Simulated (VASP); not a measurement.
**Si3Ge: density of states with PBE**

The system is Si3Ge.

```
Si Ge
1.0
    -2.76577    2.76577    5.53088
     2.76577   -2.76577    5.53088
     2.76577    2.76577   -5.53088
Si Ge
6 2
Direct
  0.50000 0.50000 0.00000
  0.61688 0.62500 0.49188
  0.13312 0.12500 0.50812
  0.25000 0.75000 0.50000
  0.87500 0.38312 0.00812
  0.37500 0.86688 0.99188
  0.00000 0.00000 0.00000
  0.75000 0.25000 0.50000
```

The cell was built by a generator and needn't be a form met in nature.

```json
{"Program": "VASP 6.6.1", "Task": "density of states", "Functional": "PBE", "Potentials or basis": "VASP PAW PBE potentials, release 64 (Si, Ge_d)", "Cutoff": "520 eV", "k mesh": "8 × 8 × 8", "Occupations": "gaussian, width 0.1 eV", "Spin": "no spin polarisation", "k mesh for the DOS": "12 × 12 × 12", "Occupations for the DOS": "tetrahedron", "Further INCAR settings": "ALGO = Fast; EDIFF = 1e-06"}
```

```json
{"Valence electrons inside the program's atomic spheres": "Si 1.68, 1.66; Ge 12.45"}
```

Levels at points of the mesh, in eV from the valence-band top:
```csv
k point,band 22,band 23,band 24,band 25,band 26,band 27,band 28,band 29,band 30,band 31
"(0.00, 0.00, 0.00)",-2.83,-2.83,0.00,0.00,0.00,0.67,0.86,2.24,2.52,2.54
"(0.50, 0.00, 0.00)",-2.68,-2.58,-2.50,-1.52,-1.36,2.34,2.45,2.72,2.94,3.57
"(0.50, 0.50, 0.00)",-1.39,-1.22,-1.22,-1.18,-1.18,1.09,1.09,2.38,2.38,3.42
"(0.50, 0.50, 0.50)",-2.81,-1.88,-1.88,-1.86,-1.86,0.64,0.64,0.86,0.87,1.18
```

States per cell in windows of 0.5 eV (zero at the valence-band top; states under -8 eV left out):
| from (eV) | total | Ge7_p | Ge8_p | Si1_p | Si4_p | Si2_p | Si3_p |
| --- | --- | --- | --- | --- | --- | --- | --- |
| -8.0 | 0.20 | 0.01 | 0.01 | 0.00 | 0.00 | 0.00 | 0.00 |
| -7.5 | 1.21 | 0.03 | 0.03 | 0.02 | 0.02 | 0.01 | 0.01 |
| -7.0 | 2.20 | 0.06 | 0.06 | 0.05 | 0.05 | 0.03 | 0.03 |
| -6.5 | 1.15 | 0.03 | 0.03 | 0.02 | 0.02 | 0.02 | 0.02 |
| -6.0 | 0.86 | 0.02 | 0.02 | 0.02 | 0.02 | 0.02 | 0.02 |
| -5.5 | 0.61 | 0.02 | 0.02 | 0.01 | 0.01 | 0.01 | 0.01 |
| -5.0 | 0.47 | 0.02 | 0.02 | 0.01 | 0.01 | 0.01 | 0.01 |
| -4.5 | 1.28 | 0.06 | 0.06 | 0.05 | 0.05 | 0.04 | 0.04 |
| -4.0 | 2.15 | 0.11 | 0.11 | 0.09 | 0.09 | 0.08 | 0.08 |
| -3.5 | 2.34 | 0.12 | 0.12 | 0.10 | 0.10 | 0.09 | 0.09 |
| -3.0 | 2.73 | 0.16 | 0.16 | 0.12 | 0.12 | 0.12 | 0.12 |
| -2.5 | 2.90 | 0.20 | 0.20 | 0.12 | 0.12 | 0.13 | 0.13 |
| -2.0 | 2.62 | 0.19 | 0.19 | 0.12 | 0.12 | 0.12 | 0.12 |
| -1.5 | 1.96 | 0.16 | 0.16 | 0.09 | 0.09 | 0.10 | 0.10 |
| -1.0 | 0.99 | 0.08 | 0.08 | 0.05 | 0.05 | 0.05 | 0.05 |
| -0.5 | 0.33 | 0.02 | 0.02 | 0.02 | 0.02 | 0.02 | 0.02 |
| 0.0 | 0.00 | 0.00 | 0.00 | 0.00 | 0.00 | 0.00 | 0.00 |
| 0.5 | 0.33 | 0.00 | 0.00 | 0.00 | 0.00 | 0.01 | 0.01 |
| 1.0 | 1.10 | 0.02 | 0.02 | 0.02 | 0.02 | 0.02 | 0.02 |
| 1.5 | 2.35 | 0.05 | 0.05 | 0.04 | 0.04 | 0.05 | 0.05 |
| 2.0 | 2.88 | 0.07 | 0.07 | 0.05 | 0.05 | 0.06 | 0.06 |
| 2.5 | 1.73 | 0.05 | 0.05 | 0.04 | 0.04 | 0.04 | 0.04 |
| 3.0 | 1.57 | 0.05 | 0.05 | 0.04 | 0.04 | 0.04 | 0.04 |
| 3.5 | 0.10 | 0.00 | 0.00 | 0.00 | 0.00 | 0.00 | 0.00 |
| 4.0 | 0.00 | 0.00 | 0.00 | 0.00 | 0.00 | 0.00 | 0.00 |
| 4.5 | 0.00 | 0.00 | 0.00 | 0.00 | 0.00 | 0.00 | 0.00 |

Wall time 7.1 min on 4 MPI ranks on Intel(R) Xeon(R) Platinum 8375C CPU @ 2.90GHz (Ice Lake) (shared host), peak memory 0.79 GiB a rank.
